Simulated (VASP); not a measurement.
The cell holds one HfC (rock salt) (110) slab, with vacuum along c, ions free to move until forces fall under 0.03 eV/Å, no reconstruction beyond this cell, dipole correction on.

Input:

```yaml
crystal:
  lattice:
    - [3.25683, 0.00000, 0.00000]
    - [0.00000, 4.60585, 0.00000]
    - [0.00000, 0.00000, 24.66008]
  atoms:
    - { symbol: Hf, position: [0.00000, 0.00000, 0.34094] }
    - { symbol: Hf, position: [0.50000, 0.50000, 0.39959] }
    - { symbol: Hf, position: [0.00000, 0.00000, 0.46893] }
    - { symbol: Hf, position: [0.50000, 0.50000, 0.53107] }
    - { symbol: Hf, position: [0.00000, 0.00000, 0.60041] }
    - { symbol: Hf, position: [0.50000, 0.50000, 0.65906] }
    - { symbol: C, position: [0.50000, 0.00000, 0.39834] }
    - { symbol: C, position: [0.00000, 0.50000, 0.33808] }
    - { symbol: C, position: [0.50000, 0.00000, 0.53207] }
    - { symbol: C, position: [0.00000, 0.50000, 0.46793] }
    - { symbol: C, position: [0.50000, 0.00000, 0.66192] }
    - { symbol: C, position: [0.00000, 0.50000, 0.60166] }
```

Level of theory: PBEsol GGA, VASP's PBE PAW potentials (set 64) (plane waves; VASP). Run with 450 eV cut-off, 9×6×1 Γ-centred mesh, first-order Methfessel-Paxton smearing of 0.10 eV, potentials Hf_pv C.

Slab and bulk use different k-meshes, so the surface energy is good to a few per cent at best. Unless said otherwise, spin-orbit coupling is left out, though it shifts the bands of the heavy elements here.

Q: Predict its surface energy, work function, band gap (on the k-mesh).

A: 
```
Item                                                         Value
------------------------  ----------------------------------------
surface energy                                           3.91 J/m²
work function                                              3.60 eV
band gap (on the k-mesh)  none (metal, semimetal or under 0.01 eV)
```

The cell is a thin slab with vacuum, built from HfC (rock salt): (110) face.
